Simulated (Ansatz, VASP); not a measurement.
**InH in two plane-wave programs**

One calculation is typed for both programs; each brings its own data sets. How far apart do they land? The cell is generated by rule, not measured, and may not be a known phase. The cell is taken from a series of runs on this material, whose earlier steps may have relaxed, scaled, displaced or heated it; both programs get it as it stands. Other levels of theory on this material are compared in a session of their own.

Calculated with Ansatz 0.2.0; plane waves, with VASP 6.6.1 beside it; PBEsol.

The structure was built from a prototype and need not be the compound's stable phase.

## (1) The structure

Symmetry: F-43m, No. 216, cubic system. Conventional cell: a = 5.084 Å, b = 5.084 Å, c = 5.084 Å, α = 90.00°, β = 90.00°, γ = 90.00°. Nearest to In lie 4 H at 2.20 Å. H has 4 In at 2.20 Å nearest. Farther neighbours are not listed.

Structure file:

```xyz
2
Lattice="0.0000 2.5418 2.5418 2.5418 0.0000 2.5418 2.5418 2.5418 0.0000" Properties=species:S:1:pos:R:3 pbc="T T T"
In    0.0000    0.0000    0.0000
H     1.2709    1.2709    1.2709
```

## (2) VASP: zone-centre phonons, PBEsol

Second derivatives magnify differences that forces hide, and they need a tight electronic threshold.

Lines of VASP's logs that name or quote its potential files are left out, and so is its time.

INCAR reads:

```
SYSTEM = InH
PREC = Accurate
ENCUT = 500
EDIFF = 1E-08
NELM = 120
ISMEAR = 1
SIGMA = 0.15
LREAL = .FALSE.
ALGO = Normal
GGA = PS
NBANDS = 13
LORBIT = 11
LWAVE = .FALSE.
LCHARG = .FALSE.
ISIF = 2
IBRION = 8
LASPH = .TRUE.
GGA_COMPAT = .FALSE.
KPAR = 2
```

POSCAR reads:

```
InH
1.0
    0.0000000000      2.5418058941      2.5418058941
    2.5418058941      0.0000000000      2.5418058941
    2.5418058941      2.5418058941      0.0000000000
In H
1 1
Direct
    0.0000000000      0.0000000000      0.0000000000
    0.2500000000      0.2500000000      0.2500000000
```

KPOINTS reads:

```
Automatic mesh
0
Gamma
12 12 12
0 0 0
```

PAW data sets: In_d and H (PBE family, release 64).

Started as:

```bash
$ mpirun -np 2 vasp_std
```

Numbers of over 12 decimals in the logs are rounded to 6 here.

What it wrote:

```text
[banner, memory and clock lines left out]
running    2 mpi-ranks, on    1 nodes
 distrk:  each k-point on    1 cores,    2 groups
 distr:  one band on    1 cores,    1 groups

 POSCAR found type information on POSCAR InH
 POSCAR found :  2 types and       2 ions
|                                                                             |
|               ----> ADVICE to this user running VASP <----                  |
|                                                                             |
|     You enforced a specific xc type in the INCAR file but a different       |
|     [... a line on the potential file left out ...]
|     I HOPE YOU KNOW WHAT YOU ARE DOING!                                     |
|                                                                             |

 LDA part: xc-table for (Slater+PW92), standard interpolation
 POSCAR, INCAR and KPOINTS ok, starting setup
 FFT: planning ... GRIDC
 FFT: planning ... GRID_SOFT
 FFT: planning ... GRID
 WAVECAR not read
 entering main loop
       N       E                     dE             d eps       ncg     rms          rms(c)
DAV:   1     0.805104371959E+02    0.80510E+02   -0.66342E+03  1900   0.130E+03
DAV:   2    -0.106067452119E+01   -0.81571E+02   -0.78739E+02  1962   0.287E+02
DAV:   3    -0.550504302490E+01   -0.44444E+01   -0.44066E+01  2297   0.668E+01
DAV:   4    -0.561293595717E+01   -0.10789E+00   -0.10787E+00  2389   0.105E+01
DAV:   5    -0.561770452935E+01   -0.47686E-02   -0.47685E-02  2634   0.197E+00    0.311E+00
DAV:   6    -0.542904727638E+01    0.18866E+00   -0.21397E-01  2533   0.656E+00    0.152E+00
DAV:   7    -0.540023958972E+01    0.28808E-01   -0.79970E-02  2794   0.269E+00    0.436E-01
DAV:   8    -0.540058793669E+01   -0.34835E-03   -0.81750E-03  2327   0.988E-01    0.142E-01
DAV:   9    -0.540060628792E+01   -0.18351E-04   -0.11870E-04  2723   0.104E-01    0.109E-01
DAV:  10    -0.540062476604E+01   -0.18478E-04   -0.27258E-05  2362   0.820E-02    0.218E-02
DAV:  11    -0.540062842777E+01   -0.36617E-05   -0.25295E-06  2217   0.159E-02    0.314E-03
DAV:  12    -0.540062832428E+01    0.10349E-06   -0.98748E-08  2337   0.250E-03    0.751E-04
DAV:  13    -0.540062825590E+01    0.68374E-07   -0.10713E-08  2119   0.842E-04    0.119E-04
DAV:  14    -0.540062825044E+01    0.54602E-08   -0.88275E-10  1151   0.352E-04
   1 F= -.54006283E+01 E0= -.54000810E+01  d E =-.164163E-02
 Linear response reoptimize wavefunctions to high precision
DAV:   1    -0.540062824755E+01    0.28901E-08   -0.26613E-10  1441   0.229E-04
DAV:   2    -0.540062824757E+01   -0.18645E-10   -0.61577E-11  1076   0.725E-05
 Linear response DOF=           2
 Linear response progress:
  Degree of freedom:   1/  2
       N       E                     dE             d eps       ncg     rms          rms(c)
RMM:   1    -0.228935329532E+00   -0.22894E+00   -0.15437E-01  9398   0.458E+00
RMM:   2    -0.231548352426E+00   -0.26130E-02   -0.10532E-02 12574   0.997E-01    0.513E-02
RMM:   3    -0.231543043632E+00    0.53088E-05   -0.12373E-03 13196   0.293E-01    0.231E-02
RMM:   4    -0.231415713813E+00    0.12733E-03   -0.79871E-05 14164   0.899E-02    0.179E-02
RMM:   5    -0.231388603441E+00    0.27110E-04   -0.12939E-05 13948   0.318E-02    0.674E-03
RMM:   6    -0.231376206783E+00    0.12397E-04   -0.26456E-06 14125   0.135E-02    0.191E-03
RMM:   7    -0.231379021082E+00   -0.28143E-05   -0.47745E-07 13929   0.468E-03    0.808E-04
RMM:   8    -0.231377976873E+00    0.10442E-05   -0.12064E-07 14799   0.192E-03    0.491E-04
RMM:   9    -0.231378025388E+00   -0.48515E-07   -0.54891E-09 15257   0.882E-04    0.661E-04
RMM:  10    -0.231377518487E+00    0.50690E-06    0.82241E-08 14139   0.558E-04    0.374E-04
RMM:  11    -0.231377251608E+00    0.26688E-06    0.10668E-07 15383   0.299E-04    0.419E-04
RMM:  12    -0.231377024940E+00    0.22667E-06    0.55922E-08 14975   0.184E-04    0.385E-04
RMM:  13    -0.231376899340E+00    0.12560E-06    0.45580E-08 15268   0.131E-04    0.307E-04
RMM:  14    -0.231376887344E+00    0.11996E-07    0.23849E-08 14356   0.102E-04    0.255E-04
RMM:  15    -0.231376762997E+00    0.12435E-06    0.68763E-09 14284   0.861E-05    0.102E-04
RMM:  16    -0.231376658101E+00    0.10490E-06    0.20495E-09 14866   0.732E-05    0.506E-05
RMM:  17    -0.231376614936E+00    0.43165E-07   -0.97864E-10 14570   0.678E-05    0.265E-05
RMM:  18    -0.231376597476E+00    0.17460E-07   -0.28483E-09 14736   0.639E-05    0.326E-06
RMM:  19    -0.231376599766E+00   -0.22905E-08   -0.37705E-09 10984   0.606E-05    0.950E-07
 first order change of Fermi-energy  -0.49845E-04
 force on displaced ion       1 direction 1 :  -0.253  -0.000  -0.000
 Linear response progress:
  Degree of freedom:   2/  2
       N       E                     dE             d eps       ncg     rms          rms(c)
RMM:   1    -0.147579265611E-01   -0.14758E-01    0.33748E-03 13051   0.762E-01
RMM:   2    -0.142691686781E-01    0.48876E-03   -0.96741E-04 11660   0.242E-01    0.630E-02
RMM:   3    -0.144935025759E-01   -0.22433E-03   -0.11175E-04 13349   0.899E-02    0.339E-02
RMM:   4    -0.148912735746E-01   -0.39777E-03   -0.39545E-05 12844   0.429E-02    0.290E-03
RMM:   5    -0.149174026683E-01   -0.26129E-04   -0.36232E-06 14097   0.142E-02    0.283E-03
RMM:   6    -0.149175862715E-01   -0.18360E-06   -0.84403E-07 14354   0.550E-03    0.203E-03
RMM:   7    -0.149208359554E-01   -0.32497E-05   -0.12932E-07 14491   0.192E-03    0.121E-03
RMM:   8    -0.149205383262E-01    0.29763E-06   -0.23574E-08 13974   0.803E-04    0.301E-04
RMM:   9    -0.149204590102E-01    0.79316E-07   -0.31461E-09 14945   0.334E-04    0.245E-04
RMM:  10    -0.149205322696E-01   -0.73259E-07   -0.36941E-09 15303   0.123E-04    0.487E-04
RMM:  11    -0.149203340377E-01    0.19823E-06   -0.25085E-10 14114   0.576E-05    0.997E-05
RMM:  12    -0.149203416175E-01   -0.75798E-08   -0.59459E-10 15290   0.256E-05    0.434E-05
 first order change of Fermi-energy   0.48437E-05
 force on displaced ion       2 direction 1 :  -0.272  -0.000  -0.000
 Linear response finished
```

OUTCAR, selected parts (step 2):

```text
ion  position               nearest neighbor table
   1  0.000  0.000  0.000-   2 2.20   2 2.20   2 2.20   2 2.20
   2  0.250  0.250  0.250-   1 2.20   1 2.20   1 2.20   1 2.20

  LATTYP: Found a face centered cubic cell.
 ALAT       =     5.0836117882

 Subroutine GETGRP returns: Found 24 space group operations
 (whereof 24 operations were pure point group operations)

The static configuration has the point symmetry T_d .

 Found     72 irreducible k-points:

   k-points           NKPTS =     72   k-points in BZ     NKDIM =     72   number of bands    NBANDS=     13

   dimension x,y,z NGX =    28 NGY =   28 NGZ =   28
   dimension x,y,z NGXF=    56 NGYF=   56 NGZF=   56

   ENCUT  =  500.0 eV  36.75 Ry    6.06 a.u.   6.55  6.55  6.55*2*pi/ulx,y,z

   NELECT =      14.0000    total number of electrons

 k-points in reciprocal lattice and weights: Automatic mesh
   0.00000000  0.00000000  0.00000000       0.001
   0.08333333  0.00000000  0.00000000       0.005
   0.16666667  0.00000000  0.00000000       0.005
   0.25000000  0.00000000  0.00000000       0.005
   0.33333333  0.00000000  0.00000000       0.005
   0.41666667  0.00000000  0.00000000       0.005
   0.50000000  0.00000000  0.00000000       0.002
   0.08333333  0.08333333  0.00000000       0.003
   0.16666667  0.08333333  0.00000000       0.014
[...]
-0.33333333  0.50000000  0.16666667       0.007
  -0.25000000  0.50000000  0.25000000       0.003

 average (electrostatic) potential at core
       1 -95.2791       2 -31.0431

  Total       -0.0159371     -0.0159371     -0.0159371      0.0000000      0.0000000      0.0000000
  in kB       -0.7774314     -0.7774314     -0.7774314      0.0000000      0.0000000      0.0000000
  external PRESSURE =      -0.7774314 kB  Pullay stress =       0.0000000 kB

  energy-cutoff  :      500.00
  volume of cell :       32.84
      direct lattice vectors                 reciprocal lattice vectors
     0.000000000  2.541805894  2.541805894    -0.196710536  0.196710536  0.196710536
     2.541805894  0.000000000  2.541805894     0.196710536 -0.196710536  0.196710536
     2.541805894  2.541805894  0.000000000     0.196710536  0.196710536 -0.196710536

 POSITION                                       TOTAL-FORCE (eV/Angst)
 -----------------------------------------------------------------------------------
      0.00000      0.00000      0.00000         0.000000      0.000000      0.000000
      1.27090      1.27090      1.27090        -0.000000     -0.000000     -0.000000
 -----------------------------------------------------------------------------------
    total drift:                               -0.000000     -0.000000     -0.000000

 Eigenvectors and eigenvalues of the dynamical matrix
 ----------------------------------------------------

   1 f  =    8.192358 THz    51.474101 2PiTHz  273.267637 cm-1    33.880854 meV
             X         Y         Z           dx          dy          dz
      0.000000  0.000000  0.000000    -0.033181   -0.083347    0.000000
      1.270903  1.270903  1.270903     0.368388    0.925334    0.000000

   2 f  =    8.192358 THz    51.474101 2PiTHz  273.267637 cm-1    33.880854 meV
             X         Y         Z           dx          dy          dz
      0.000000  0.000000  0.000000    -0.083347    0.033181   -0.000000
      1.270903  1.270903  1.270903     0.925334   -0.368388   -0.000000

   3 f  =    8.192358 THz    51.474101 2PiTHz  273.267637 cm-1    33.880854 meV
             X         Y         Z           dx          dy          dz
      0.000000  0.000000  0.000000     0.000000    0.000000   -0.089709
      1.270903  1.270903  1.270903     0.000000   -0.000000    0.995968

   4 f/i=    0.026416 THz     0.165977 2PiTHz    0.881142 cm-1     0.109248 meV
             X         Y         Z           dx          dy          dz
      0.000000  0.000000  0.000000     0.004409    0.102164    0.990705
      1.270903  1.270903  1.270903     0.000397    0.009202    0.089235

   5 f/i=    0.026416 THz     0.165977 2PiTHz    0.881142 cm-1     0.109248 meV
             X         Y         Z           dx          dy          dz
      0.000000  0.000000  0.000000    -0.204987   -0.969410    0.100880
      1.270903  1.270903  1.270903    -0.018464   -0.087317    0.009086

   6 f/i=    0.026416 THz     0.165977 2PiTHz    0.881142 cm-1     0.109248 meV
             X         Y         Z           dx          dy          dz
      0.000000  0.000000  0.000000     0.974635   -0.204350    0.016736
      1.270903  1.270903  1.270903     0.087787   -0.018406    0.001507

 ELASTIC MODULI CONTR FROM IONIC RELAXATION (kBar)
 Direction    XX          YY          ZZ          XY          YZ          ZX
 --------------------------------------------------------------------------------
 XX          -0.0000     -0.0000      0.0000      0.0000     -0.0000      0.0000
 YY          -0.0000     -0.0000     -0.0000      0.0000      0.0000      0.0000
 ZZ           0.0000     -0.0000     -0.0000     -0.0000      0.0000      0.0000
 XY           0.0000      0.0000     -0.0000   -247.4816      0.0000      0.0000
 YZ          -0.0000      0.0000      0.0000      0.0000   -247.4816      0.0000
 ZX           0.0000      0.0000      0.0000      0.0000      0.0000   -247.4816
 --------------------------------------------------------------------------------
```

## (3) Ansatz: zone-centre phonons, PBEsol

Ansatz runs on its default PAW (the set named soft_2) files.

The same cell, functional, mesh and smearing now go to Ansatz, which takes its cutoff from its data sets.

input.yaml reads:

```yaml
crystal:
  lattice:
    - [0.0, 2.5418058941, 2.5418058941]
    - [2.5418058941, 0.0, 2.5418058941]
    - [2.5418058941, 2.5418058941, 0.0]
  atoms:
    - { symbol: In, position: [0.0, 0.0, 0.0] }
    - { symbol: H, position: [0.25, 0.25, 0.25] }
kpoints:
  mp_grid: { grid: [12, 12, 12] }
hamiltonian:
  xc: pbesol
scf:
  occupations: { method: methfessel_paxton, width: 0.15 }
output:
  eigenvalues: true
phonons:
  method: dfpt
```

Started as:

```bash
$ ansatz run input.yaml --threads 4 --pin off --max-ram 7168MiB --backend cpu --events-out ev --progress --plain --runs-dir out
```

What it wrote:

```text
zone centre: on kpoints.mp_grid the ground state, and the responses unless they are solved on pairs of k-points, stand on 163 of the mesh's 1728 k-points, reduced under 8 symmetry operations, with k and −k counted as one. Each operation leaves every solved displacement unchanged or reverses it
Engine: ansatz 0.2.0, aarch64-unknown-linux-gnu
Pseudopotentials: kind: paw
Pseudopotential: In, paw, valence charge 13, recommended cutoff 420 eV (normal), In.paw.azcp
Pseudopotential: H, paw, valence charge 1, recommended cutoff 420 eV (normal), H.paw.azcp
Functional definition: PBEsol
  exchange = pbesol_x
  correlation = pbesol_c
Crystal: 2 atoms, lattice volume = 32.844 Å³
Basis set: ecut = 420 eV, 645 PW (Γ), exchange–correlation on 50×50×50 points (8 copies of the dense FFT grid, shifted against one another)
Bands: 11, of which v1, the nominal top of the filled ones, is band 7 counted from 1 (6 counted from 0)
Symmetry: 24 space group operations
k-points: 163 of 1728 (irreducible under 8 space group operations, time reversal used)
Non-local potential: In, projectors of the file, l = 0: 2, l = 1: 2, l = 2: 2, l = 3: 2
Non-local potential: H, projectors of the file, l = 0: 2, l = 1: 1
PAW form: soft (Blöchl's): semilocal exchange-correlation on the pseudo side does not see the compensation charge
PAW frozen core: In, regenerated for the run's functional, and the local potential with it (the file was generated under x = pbe(κ = 0.804, μ = 0.219515), c = pbe(β = 0.066725))
PAW one-centre angular grid: In, 590 points (default); XC on 64 Gauss nodes
PAW one-centre angular grid: H, 110 points (default); XC on 64 Gauss nodes
Initial density: superposition of atomic densities (neutral atoms: chi_scale 0, normalization atom), corrected by the library's trained network
Initial wavefunctions: pseudopotential atomic-orbital guess
Functional: x = pbesol(κ = 0.804, μ = 0.123457), c = pbesol(β = 0.046)
SCF iter   1: F=—  HF=-5540.187477 eV  |F-HF|=—  |Δ(HF+E_count)|=         —  Δρ=8.96e-3  dr2=2.86e-2  ethr=1.77e-3  ⟨swp⟩=5.0  Hψ=10544  notcnv=0
preconditioner: auto → none  [metal: Δε(μ)=0.020 eV  Ē_g=17.059 eV  σ=0.150 eV  W_gap=0.11  n_scr=8 (ndim 8)  ℏωp=24.2 eV  f_vac=0.000  D(μ)=1.03/eV (n_scr^D=8)  sad-step TF]
SCF iter   2: F=—  HF=-5540.179274 eV  |F-HF|=—  |Δ(HF+E_count)|=   8.20e-3  S|Δr|=    0.00e0  Δρ=4.62e-3  dr2=9.11e-3  ethr=2.04e-4  ⟨swp⟩=1.0  Hψ=3100  notcnv=0
SCF iter   3: F=—  HF=-5540.176155 eV  |F-HF|=—  |Δ(HF+E_count)|=   3.12e-3  S|Δr|=    0.00e0  Δρ=5.90e-4  dr2=5.68e-5  ethr=6.51e-5  ⟨swp⟩=2.1  Hψ=2042  notcnv=0
SCF iter   4: F=—  HF=-5540.176166 eV  |F-HF|=—  |Δ(HF+E_count)|=   1.08e-5  S|Δr|=    0.00e0  Δρ=4.76e-5  dr2=2.85e-7  ethr=4.05e-7  ⟨swp⟩=2.3  Hψ=2967  notcnv=0
SCF iter   5: F=—  HF=-5540.176165 eV  |F-HF|=—  |Δ(HF+E_count)|=   6.61e-7  S|Δr|=    0.00e0  Δρ=1.69e-5  dr2=6.78e-8  ethr=2.04e-9  ⟨swp⟩=2.0  Hψ=2906  notcnv=0
SCF iter   6: F=—  HF=-5540.176165 eV  |F-HF|=—  |Δ(HF+E_count)|=   1.78e-8  S|Δr|=    0.00e0  Δρ=7.19e-6  dr2=1.52e-8  ethr=4.84e-10  ⟨swp⟩=2.0  Hψ=2912  notcnv=0
SCF iter   7: F=—  HF=-5540.176165 eV  |F-HF|=—  |Δ(HF+E_count)|=   6.19e-9  S|Δr|=    0.00e0  Δρ=3.45e-6  dr2=3.18e-9  ethr=1.08e-10  ⟨swp⟩=2.0  Hψ=2898  notcnv=0
SCF iter   8: F=—  HF=-5540.176165 eV  |F-HF|=—  |Δ(HF+E_count)|=   1.48e-9  S|Δr|=    0.00e0  Δρ=8.86e-7  dr2=2.10e-10  ethr=2.27e-11  ⟨swp⟩=2.0  Hψ=2589  notcnv=0
SCF iter   9: F=-5540.176165 eV  HF=-5540.176165 eV  |F-HF|=5.46e-12  |Δ(HF+E_count)|=  1.07e-10  S|Δr|=    0.00e0  Δρ=1.21e-7  dr2=4.01e-12  ethr=1.00e-12  ⟨swp⟩=5.2  Hψ=8114  notcnv=0
SCF 1 converged in 9 iterations: F = -5540.176165 eV  dr2 = 4.01e-12
  greatest PAW one-centre occupation: 0.982 electrons in one spin orbital (limit 2), on the In atom at site 0 (counted from 0), in its partial waves of l = 2
DFPT response loops at Γ: preconditioner auto → Kerker (q_TF=auto, 2.367 Å⁻¹) (partly filled bands, converged f_vac=0.000); β = 1.00, the filter's whole step (`scf.mixing.beta` (0.50) is not read by the response loops under this deck's `scf.mixing.preconditioner`; to damp them name `kerker` or `kerker_dos`, under which they read `scf.mixing.beta`, and type it under 1.00, their step now; both keys bind the ground state too); Broyden in place of MSR1
SCF converged after 9 iterations
Stability not checked: this state was not tested for a lower state beside it, because cold or Methfessel-Paxton smearing, or corrected tetrahedra, fill the levels in a way that the test cannot read (fill_not_monotonic; see scf.lower_state_search)
Free energy (F): -5540.176165 eV
Harris-Foulkes:  -5540.176165 eV  (|F-HF|=5.46e-12)
Internal energy: -5540.174522 eV  (E = F + TS)
E sigma→0 (E₀):  -5540.175754 eV
Entropy (-TS):   -0.001643 eV (-0.821 meV/atom)
Fermi energy:    8.131006 eV
--- Per-component energies (eV) ---
  E_band       = -49.976498
  E_kinetic    = 253.840192
  E_local      = -1188.652929  (includes V_loc(G=0)·N_el)
  E_nonlocal   = 368.850715
  E_hartree    = 462.962687
  E_xc         = -222.462873
  E_vxc        = -111.343130  (∫ρ·V_xc dr)
  E_paw        = -4081.530273  (= ΣΔE_a)
  E_vpaw       = -298.595805  (= ΣTr[D̂ρ^β])
  E_aug_tail   = -0.001001  (compensation charges beyond the density's cutoff)
  E_ewald      = -1133.416943
  E_core_change = 0.235902  (= ΣΔE_core)
  E_smearing   = -0.001643  (= −TS)
  E_closure    = 0.000000  (closes the sum)
  Σ components = -5540.176165   (vs F -5540.176165, Δ=0.00e0)
--- Band table (eV; the first three rows and the last of 163) ---
  k-point 0: bands = [... 3 lower, -6.4097, -6.4097, -2.0225, 10.9981, 16.1231, 16.1231, 16.1231, 18.8367]
  k-point 1: bands = [... 3 lower, -6.4102, -6.4102, -1.8996, 10.7914, 14.8528, 15.8517, 15.8517, 19.2289]
  k-point 2: bands = [... 3 lower, -6.4072, -6.4072, -1.5301, 9.9493, 13.3851, 15.3244, 15.3244, 19.8361]
  k-point 162: bands = [... 3 lower, -6.3787, -6.3098, 3.2781, 5.2084, 7.5889, 8.7532, 16.1811, 18.9257]
--- Phonons (Γ-DFPT): 2 representative perturbations + reference, on 163 of 1728 k-points (Σ response iterations 6) ---
  k mesh reduced under 8 symmetry operations, with k and −k counted as one. Each operation leaves every solved displacement unchanged or reverses it
  ASR residual: 5.129e-5 → 0.000e0 eV/Å²; symmetrization residual: 1.968e-7 eV/Å²
  ASR residual per site (eV/Å²): 5.13e-5 1.75e-5
  Γ frequencies (cm⁻¹): 0.00 0.00 0.00 273.33 273.33 273.33
  non-analytic LO–TO correction: not included (Born effective charges unavailable; polar crystals: no LO–TO splitting at Γ)
```

The column dr2 measures how far the density is from self-consistency, as an energy; F and HF (Harris–Foulkes) agree once it is small.

## (4) Comparison

Known differences besides the potentials themselves: the cutoff is 420 eV in Ansatz and 500 eV in VASP; Ansatz makes its cores anew for this functional, VASP keeps those of its PBE data sets. Total energies have different zeros and are not compared.

Compared:

| quantity | Ansatz | VASP | difference |
| --- | --- | --- | --- |
| optical mode 1 to 3 (cm⁻¹) | 273.3 | 273.3 | +0.02 % |

Modes are paired by rising frequency, not by their patterns, so a pair may set unlike modes beside each other; they are those without the splitting of longitudinal modes.

## (5) Outcome

```yaml
r_m_s_difference_of_the_optical_zone_centre_modes_each_program_s_sorted_by_frequency_zone_centre_phonons_pbesol: 0.062 cm⁻¹
```

What this shows: The r.m.s. difference of the optical zone-centre modes, each program's sorted by frequency is 0.062 cm⁻¹ (zone-centre phonons, PBEsol). 6 further pairs of this series are not shown here. Such differences can come from data sets, numerical settings and the points named under the comparisons, not from the functional's error against experiment.

[Lines on the potential files, build, host, timing and source positions are cut from VASP's logs without a mark.]

[Logs are printed without paths, hosts, clocks, repeated set-up lines and the standing remarks that a program may print on its own settings, such as how far it seeks lower states.]

[Hosts, paths, dates, database ids (printed as entryN), source tags and the programs' standing remarks are cut or masked in the printed files.]
